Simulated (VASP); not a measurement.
An input for Ansatz (written as the equivalent of a VASP run, and not itself run):

Ansatz 0.2 input:
```yaml
crystal:
  lattice:
    - [3.9941610, 0.0000000, 0.0000000]
    - [0.0000000, 3.9941610, 0.0000000]
    - [0.0000000, 0.0000000, 3.9941610]
  symmetry: { detect: false }
  atoms:
    - { symbol: Zn, position: [0.0000000, 0.0000000, 0.0000000] }
    - { symbol: C, position: [0.5000000, 0.5000000, 0.5000000] }
    - { symbol: Cr, position: [0.0000000, 0.5000000, 0.5000000], spin: 3 }
    - { symbol: Cr, position: [0.5000000, 0.5000000, 0.0000000], spin: 3 }
    - { symbol: Cr, position: [0.5000000, 0.0000000, 0.5000000], spin: 3 }
kpoints:
  mp_grid: { grid: [5, 5, 5] }
hamiltonian:
  xc: pbe
  pseudopotentials: { kind: paw }
magnetization: { spin_polarized: true }
scf:
  occupations: { method: gaussian, width: 0.05 }
  max_iter: 100
output: { forces: true, stress: true, eigenvalues: true }
```

Q: Write the VASP files for the same calculation (PBE).

A: This is not unique; one that fits is 
File KPOINTS:
```
Automatic
0
G
 5 5 5
```

File POSCAR:
```
ZnCr3C
3.9941610
  1.0000000000   0.0000000000   0.0000000000
  0.0000000000   1.0000000000   0.0000000000
  0.0000000000   0.0000000000   1.0000000000
Zn C Cr
1 1 3
Cart
  0.0000000000   0.0000000000   0.0000000000
  0.5000000000   0.5000000000   0.5000000000
  0.0000000000   0.5000000000   0.5000000000
  0.5000000000   0.5000000000   0.0000000000
  0.5000000000   0.0000000000   0.5000000000
```

**INCAR**
```
ENCUT  =  520   # plane-wave cut-off (eV)
GGA  =  PE
NELM  =  100   # most electronic steps
ISYM  =  0
LWAVE  =  F
LASPH  =  T   # aspherical one-centre terms
EDIFF  =  1E-6   # SCF stop (eV)
MAGMOM  =  2*0.0 3*3.0
ISMEAR  =  0   # Gaussian
ISPIN  =  2   # spin-polarised
LMAXMIX  =  4   # l cut-off of mixed one-centre charges
SYSTEM  =  ZnCr3C
LCHARG  =  F
PREC  =  Accurate
LREAL  =  F
SIGMA  =  0.05
ALGO  =  Normal
LORBIT  =  10
ISIF  =  2   # forces and stress, cell fixed
```

POTCAR, in this order: Zn C Cr_pv (PBE.64 set). Program: vasp_std.

What does not carry over: each code has its own PAW files, so the cut-off isn't converted (ENCUT is set for VASP's; basis.ecutwfc is left out, and Ansatz then takes the one that its files recommend); Ansatz stops its SCF on the density residual and VASP on the energy change (EDIFF).

The structure was generated: ZnCr3C was put into the cubic-perovskite type (Pm-3m), which need not be its known phase. The cell was not relaxed at this level. The k-mesh is coarse (spacing up to 0.31 per Å, 2π included), so the numbers may not be converged in it. The run is one of a series of settings (ISYM = 0 against the base run), some of them coarse on purpose.
